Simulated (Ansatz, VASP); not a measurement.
# MoS2 in two plane-wave programs, part 2 of 2

Aim: how closely do two programs agree when they are given the same cell, functional and k mesh? The structure shown is the start of the Ansatz relaxation below; VASP solves that cell, so the two are compared at the walk's first step.

VASP 6.6.1 and Ansatz 0.2.0.

So far. Step 4 (Differences): The forces differ by 1.8 meV/Å r.m.s., which is 1.1 % of the r.m.s. force of 0.162 eV/Å (both taken over all components).

### 5. Ansatz: relaxation, PBEsol with D3(BJ)

Level of this step: Ansatz beside VASP: Kohn-Sham DFT, plane waves, PBEsol with D3(BJ) (Ansatz).

The two programs are compared at the cell with which this relaxation starts, whose forces are those of its first step. The cell compared in this pair holds 88.22 Å³, against 96.06 Å³ for the pair before.

The structure compared here is the start of the Ansatz relaxation; VASP solves that cell, so the two are compared at the walk's first step.

Contents of input.yaml:

```yaml
crystal:
  lattice:
    - [3.0280219373, 0.0, 0.0]
    - [-1.5140109686, 2.6223439209, 0.0]
    - [0.0, 0.0, 11.110109148]
  atoms:
    - { symbol: S, position: [0.3333333333, 0.6666666667, 0.6097634586] }
    - { symbol: S, position: [0.6666666667, 0.3333333333, 0.1097634586] }
    - { symbol: S, position: [0.3333333333, 0.6666666667, 0.8902365414] }
    - { symbol: S, position: [0.6666666667, 0.3333333333, 0.3902365414] }
    - { symbol: Mo, position: [0.3333333333, 0.6666666667, 0.25] }
    - { symbol: Mo, position: [0.6666666667, 0.3333333333, 0.75] }
kpoints:
  mp_grid: { grid: [15, 15, 4] }
hamiltonian:
  xc: pbesol
  dispersion: d3bj
  pseudopotentials: { kind: paw, azcp: { folder: soft_1 }, xc_functional: pbe }
scf:
  occupations: { method: gaussian, width: 0.02 }
output:
  forces: true
  stress: true
  eigenvalues: true
relax:
  adjacent_minimum: "off"
  f_tol: 0.001
  max_steps: 60
  cell: { stress_tol: 0.01, fix: [volume] }
```

Started as:

```console
> ansatz run input.yaml --threads 8 --pin off --max-ram 16384MiB --backend cpu --events-out ev --progress --plain --runs-dir out
```

Numbers of over 12 decimals in the logs are rounded to 6 here.

Log:

```text
[...]
Crystal: 6 atoms, lattice volume = 88.220 Å³
Basis set: ecut = 420 eV, 1693 PW (Γ), exchange–correlation on 48×48×150 points (8 copies of the dense FFT grid, shifted against one another)
Bands: 32, of which v1, the nominal top of the filled ones, is band 26 counted from 1 (25 counted from 0)
Symmetry: 24 space group operations
[...]
k-points: 81 of 900
[...]
cell:  # Å, volume = 88.2200 Å³
    - [3.031835, -2.89039570208852e-11, 0]
    - [-1.515918, 2.625646, 0]
    - [0, 0, 11.082178]
  atoms:
    - { symbol: S, position: [0.333333, 0.666667, 0.608203] }
    - { symbol: S, position: [0.666667, 0.333333, 0.108203] }
    - { symbol: S, position: [0.333333, 0.666667, 0.891797] }
    - { symbol: S, position: [0.666667, 0.333333, 0.391797] }
    - { symbol: Mo, position: [0.333333, 0.666667, 0.25] }
    - { symbol: Mo, position: [0.666667, 0.333333, 0.75] }
[key lines of the parts left out:]
SCF converged after 9 iterations
Free energy (F): -13342.430798 eV
Fermi energy:    14.771112 eV
P = ⅓ Tr σ = 11.0434 GPa (110.434 kbar)
```

### 6. VASP: single point, PBEsol with D3(BJ), start cell, pair 2

The same cell, functional, mesh and smearing now go to VASP, with its own data sets.

Contents of INCAR:

```
SYSTEM = MoS2
PREC = Accurate
ENCUT = 400
EDIFF = 1E-06
NELM = 120
ISMEAR = 0
SIGMA = 0.02
LREAL = .FALSE.
ALGO = Normal
GGA = PS
IVDW = 12
NBANDS = 32
LASPH = .TRUE.
LORBIT = 11
LWAVE = .FALSE.
LCHARG = .FALSE.
ISIF = 2
GGA_COMPAT = .FALSE.
KPAR = 2
```

Contents of POSCAR:

```
MoS2
1.0
    3.0280220000      0.0000000000      0.0000000000
   -1.5140110000      2.6223440000      0.0000000000
    0.0000000000      0.0000000000     11.1101090000
S Mo
4 2
Direct
    0.3333331427      0.6666666667      0.6097634596
    0.6666664761      0.3333333333      0.1097634596
    0.3333331427      0.6666666667      0.8902365404
    0.6666664761      0.3333333333      0.3902365404
    0.3333331427      0.6666666667      0.2500000000
    0.6666664761      0.3333333333      0.7500000000
```

Contents of KPOINTS:

```
Automatic mesh
0
Gamma
15 15 4
0 0 0
```

PAW data sets: S and Mo_sv (PBE family, release 64).

Started as:

```console
> mpirun -np 2 vasp_std
```

Log:

```text
[banner, memory and clock lines left out]
running    2 mpi-ranks, on    1 nodes
[...]
[... a notice as in an earlier step ...]

 LDA part: xc-table for (Slater+PW92), standard interpolation
 POSCAR, INCAR and KPOINTS ok, starting setup
[...]
entering main loop
       N       E                     dE             d eps       ncg     rms          rms(c)
DAV:   1     0.392275830036E+03    0.39228E+03   -0.26281E+04  5808   0.129E+03
DAV:   2    -0.288000856797E+02   -0.42108E+03   -0.41019E+03  6408   0.369E+02
DAV:   3    -0.483686329539E+02   -0.19569E+02   -0.19391E+02  6632   0.715E+01
DAV:   4    -0.486930630431E+02   -0.32443E+00   -0.32367E+00  6184   0.951E+00
[...]
DAV:  14    -0.462051934269E+02   -0.65583E-06   -0.15899E-05  5472   0.216E-02    0.423E-02
DAV:  15    -0.462051917197E+02    0.17073E-05   -0.37223E-06  5168   0.123E-02    0.135E-02
DAV:  16    -0.462051912616E+02    0.45811E-06   -0.91156E-07  3688   0.536E-03
   1 F= -.48903155E+02 E0= -.48903155E+02  d E =-.842836E-11
```

From OUTCAR (step 6):

```text
 Edisp (eV)   -2.69796

  Total       6.89105     6.89105     7.38020    -0.00000     0.00000     0.00000
  in kB     125.14942   125.14942   134.03295    -0.00000     0.00000     0.00000
  external pressure =      128.11 kB  Pullay stress =        0.00 kB

 POSITION                                       TOTAL-FORCE (eV/Angst)
 -----------------------------------------------------------------------------------
     -0.00000      1.74823      6.77454        -0.000000      0.000000     -0.369884
      1.51401      0.87411      1.21948         0.000000      0.000000     -0.369884
     -0.00000      1.74823      9.89062        -0.000000      0.000000      0.369884
      1.51401      0.87411      4.33557         0.000000      0.000000      0.369884
     -0.00000      1.74823      2.77753         0.000000      0.000000      0.000000
      1.51401      0.87411      8.33258        -0.000000     -0.000000      0.000000
 -----------------------------------------------------------------------------------
    total drift:                                0.003071     -0.000004      0.000000

  FREE ENERGIE OF THE ION-ELECTRON SYSTEM (eV)
  ---------------------------------------------------
  free  energy   TOTEN  =       -48.9031551248 eV

  energy  without entropy=      -48.9031551248  energy(sigma->0) =      -48.90315512

[... 1 part as in an earlier step ...]

[... 2 further parts left out ...]
[key lines of the parts left out:]
E-fermi :  10.6616
```

The run ends at a pressure of 12.81 GPa, with forces up to 0.37 eV/Å.

### 7. Differences

Forces (eV/Å; atoms numbered as in POSCAR):

```
atom        Ansatz x, y, z          VASP x, y, z
  S1  0.000, 0.000, -0.381  0.000, 0.000, -0.370
  S2  0.000, 0.000, -0.381  0.000, 0.000, -0.370
  S3   0.000, 0.000, 0.381   0.000, 0.000, 0.370
  S4   0.000, 0.000, 0.381   0.000, 0.000, 0.370
 Mo5   0.000, 0.000, 0.000   0.000, 0.000, 0.000
 Mo6   0.000, 0.000, 0.000   0.000, 0.000, 0.000
```

The forces differ by 5.4 meV/Å r.m.s., which is 3.1 % of the r.m.s. force of 0.174 eV/Å (both taken over all components).

### 8. Ansatz: relaxation, PBEsol with D3(BJ)

The two programs are compared at the cell with which this relaxation starts, whose forces are those of its first step. The cell compared in this pair holds 90.18 Å³, against 88.22 Å³ for the pair before.

The structure compared here is the start of the Ansatz relaxation; VASP solves that cell, so the two are compared at the walk's first step.

input.yaml, the sections that differ from step 5:

```yaml
crystal:
  lattice:
    - [3.0454153044, 0.0, 0.0]
    - [-1.5227076522, 2.6374070187, 0.0]
    - [0.0, 0.0, 11.2276437991]
  atoms:
    - { symbol: S, position: [0.3333333333, 0.6666666667, 0.6113666071] }
    - { symbol: S, position: [0.6666666667, 0.3333333333, 0.1113666071] }
    - { symbol: S, position: [0.3333333333, 0.6666666667, 0.8886333929] }
    - { symbol: S, position: [0.6666666667, 0.3333333333, 0.3886333929] }
    - { symbol: Mo, position: [0.3333333333, 0.6666666667, 0.25] }
    - { symbol: Mo, position: [0.6666666667, 0.3333333333, 0.75] }
# kpoints, hamiltonian, scf, output, relax: as in step 5
```

Started as:

```console
> ansatz run input.yaml --threads 8 --pin off --max-ram 16384MiB --backend cpu --events-out ev --progress --plain --runs-dir out
```

Log:

```text
[...]
Crystal: 6 atoms, lattice volume = 90.180 Å³
Basis set: ecut = 420 eV, 1741 PW (Γ), exchange–correlation on 48×48×160 points (8 copies of the dense FFT grid, shifted against one another)
Bands: 32, of which v1, the nominal top of the filled ones, is band 26 counted from 1 (25 counted from 0)
Symmetry: 24 space group operations
[...]
k-points: 81 of 900
[...]
cell:  # Å, volume = 90.1804 Å³
    - [3.050288, 0.0, 0.0]
    - [-1.525144, 2.641627, 0.0]
    - [0.0, 0.0, 11.191804]
  atoms:
    - { symbol: S, position: [0.333333, 0.666667, 0.609763] }
    - { symbol: S, position: [0.666667, 0.333333, 0.109763] }
    - { symbol: S, position: [0.333333, 0.666667, 0.890237] }
    - { symbol: S, position: [0.666667, 0.333333, 0.390237] }
    - { symbol: Mo, position: [0.333333, 0.666667, 0.25] }
    - { symbol: Mo, position: [0.666667, 0.333333, 0.750000] }
[key lines of the parts left out:]
SCF converged after 9 iterations
Free energy (F): -13342.547405 eV
Fermi energy:    14.340593 eV
P = ⅓ Tr σ = 8.0841 GPa (80.841 kbar)
```

### 9. VASP: single point, PBEsol with D3(BJ), start cell, pair 3

The same cell, functional, mesh and smearing now go to VASP, with its own data sets.

Changes to INCAR since step 6:

```diff
@@ -18,2 +18,3 @@
 GGA_COMPAT = .FALSE.
+EFERMI = MIDGAP
 KPAR = 2
```

Contents of POSCAR:

```
MoS2
1.0
    3.0454150000      0.0000000000      0.0000000000
   -1.5227080000      2.6374070000      0.0000000000
    0.0000000000      0.0000000000     11.2276440000
S Mo
4 2
Direct
    0.3333333627      0.6666667762      0.6113666188
    0.6666666961      0.3333334428      0.1113666188
    0.3333333627      0.6666667762      0.8886333812
    0.6666666961      0.3333334428      0.3886333812
    0.3333333627      0.6666667762      0.2500000000
    0.6666666961      0.3333334428      0.7500000000
```

KPOINTS is that of step 6.

Started as:

```console
> mpirun -np 2 vasp_std
```

Log:

```text
[... set-up lines as in an earlier step ...]
 entering main loop
       N       E                     dE             d eps       ncg     rms          rms(c)
DAV:   1     0.393226774922E+03    0.39323E+03   -0.26294E+04  5784   0.129E+03
DAV:   2    -0.285895039787E+02   -0.42182E+03   -0.41091E+03  6400   0.369E+02
DAV:   3    -0.485846114521E+02   -0.19995E+02   -0.19830E+02  6640   0.716E+01
DAV:   4    -0.489257850059E+02   -0.34117E+00   -0.34044E+00  6256   0.968E+00
[...]
DAV:  14    -0.463851628807E+02   -0.70507E-06   -0.17296E-05  6096   0.231E-02    0.392E-02
DAV:  15    -0.463851614995E+02    0.13813E-05   -0.28239E-06  4976   0.108E-02    0.127E-02
DAV:  16    -0.463851610051E+02    0.49431E-06   -0.11072E-06  4024   0.580E-03
   1 F= -.49021617E+02 E0= -.49021617E+02  d E =-.137609E-22
```

OUTCAR, selected parts (step 9):

```text
 Edisp (eV)   -2.63646

  Total       5.40567     5.40567     5.84507    -0.00000     0.00000     0.00000
  in kB      96.03898    96.03899   103.84560    -0.00002     0.00000     0.00000
  external pressure =       98.64 kB  Pullay stress =        0.00 kB

 POSITION                                       TOTAL-FORCE (eV/Angst)
 -----------------------------------------------------------------------------------
     -0.00000      1.75827      6.86421         0.000000      0.000000     -0.362363
      1.52271      0.87914      1.25038         0.000000     -0.000000     -0.362363
     -0.00000      1.75827      9.97726        -0.000000      0.000000      0.362363
      1.52271      0.87914      4.36344         0.000000     -0.000000      0.362363
     -0.00000      1.75827      2.80691        -0.000000      0.000000      0.000000
      1.52271      0.87914      8.42073         0.000000     -0.000000      0.000000
 -----------------------------------------------------------------------------------
    total drift:                                0.000241     -0.001102     -0.000033

  FREE ENERGIE OF THE ION-ELECTRON SYSTEM (eV)
  ---------------------------------------------------
  free  energy   TOTEN  =       -49.0216170985 eV

  energy  without entropy=      -49.0216170985  energy(sigma->0) =      -49.02161710

[... 1 part as in an earlier step ...]

[... 2 further parts left out ...]
[key lines of the parts left out:]
E-fermi :  10.3214
```

The run ends at a pressure of 9.86 GPa, with forces up to 0.36 eV/Å.

### 10. Side by side

Forces (eV/Å; atoms numbered as in POSCAR):

```
atom        Ansatz x, y, z          VASP x, y, z
  S1  0.000, 0.000, -0.372  0.000, 0.000, -0.362
  S2  0.000, 0.000, -0.372  0.000, 0.000, -0.362
  S3   0.000, 0.000, 0.372   0.000, 0.000, 0.362
  S4   0.000, 0.000, 0.372   0.000, 0.000, 0.362
 Mo5   0.000, 0.000, 0.000   0.000, 0.000, 0.000
 Mo6   0.000, 0.000, 0.000   0.000, 0.000, 0.000
```

The forces differ by 4.4 meV/Å r.m.s., which is 2.6 % of the r.m.s. force of 0.171 eV/Å (both taken over all components).

### 11. What came out

```
r.m.s. force difference (single point, PBEsol with D3(BJ), start cell, pair 1) : 1.8 meV/Å
r.m.s. force difference (single point, PBEsol with D3(BJ), start cell, pair 2) : 5.4 meV/Å
r.m.s. force difference (single point, PBEsol with D3(BJ), start cell, pair 3) : 4.4 meV/Å
```

**Reading.** The r.m.s. force difference is 5.4 meV/Å (single point, PBEsol with D3(BJ), start cell, pair 2), within the 12 meV/Å picked in this series as the mark of a large difference. 12 further pairs of this series are not shown here. Such differences can come from data sets, numerical settings and the points named under the comparisons, not from the functional's error against experiment.

[Lines on the potential files, build, host, timing and source positions are cut from VASP's logs without a mark.]

[Logs are printed without paths, hosts, clocks, repeated set-up lines and the standing remarks that a program may print on its own settings, such as how far it seeks lower states.]

[Hosts, paths, dates, database ids (printed as entryN), source tags and the programs' standing remarks are cut or masked in the printed files.]
